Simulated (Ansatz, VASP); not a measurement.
## Two plane-wave programs on ZrMo2C2

INCAR

```
PREC = Accurate
ENCUT = 520
EDIFF = 1E-6
ISMEAR = 0
SIGMA = 0.1
LREAL = F
LASPH = T
NELM = 80
ALGO = Normal
ISIF = 2
LWAVE = F
LCHARG = F
GGA = PE
NBANDS = 32
```

The input KPOINTS:

```
Automatic mesh
0
Gamma
  4 4 4
```

The input POSCAR:

```
ZrMo2C2
1.0
    4.3890225400      0.0000000000      0.0000000000
    0.0000000000      4.3890225400      0.0000000000
    0.0000000000      0.0000000000      4.3152035200
Zr Mo C
1 2 2
Direct
    0.0000000000      0.0000000000      0.0000000000
    0.5000000000      0.0000000000      0.5000000000
    0.0000000000      0.5000000000      0.5000000000
    0.5000000000      0.5000000000      0.7559399300
    0.5000000000      0.5000000000      0.2440600700
```

Input for Ansatz:

```yaml
crystal:
  lattice:
    - [4.38902254, 0.0, 0.0]
    - [0.0, 4.38902254, 0.0]
    - [0.0, 0.0, 4.31520352]
  atoms:
    - { symbol: Zr, position: [0.0, 0.0, 0.0] }
    - { symbol: Mo, position: [0.5, 0.0, 0.5] }
    - { symbol: Mo, position: [0.0, 0.5, 0.5] }
    - { symbol: C, position: [0.5, 0.5, 0.75593993] }
    - { symbol: C, position: [0.5, 0.5, 0.24406007] }
basis:
  ecutwfc: 420
kpoints:
  mp_grid: { grid: [4, 4, 4] }
hamiltonian:
  xc: pbe
scf:
  occupations: { method: gaussian, width: 0.1 }
  lower_state_search: "off"
output:
  forces: true
  stress: true
  eigenvalues: true
```

Alike in both runs: task single point; functional PBE; k mesh 4 × 4 × 4; occupations gaussian, width 0.1 eV; no spin polarisation.

|  | VASP | Ansatz |
| --- | --- | --- |
| version | VASP 6.6.1 | Ansatz 0.2.0 |
| potentials or method | VASP PAW PBE potentials, release 64 (Zr_sv, Mo_sv, C) | scalar-relativistic, plane waves, PAW |
| plane-wave cutoff (eV) | 520 | 420 |
| valence electrons in the cell | 48 | 48 |

```csv
,VASP,Ansatz,Ansatz less VASP
gap on the k mesh at the Fermi level (eV),none,none,-
rms of the force components (eV/Å),0.058,0.062,+0.0042
```

Atom by atom the forces differ by 0.004 eV/Å (rms over components). A gap of «none» marks a metal or a gap that the smearing closes.

Caveats: the k mesh is coarse (spacing up to 0.36 Å⁻¹), so the values aren't converged.
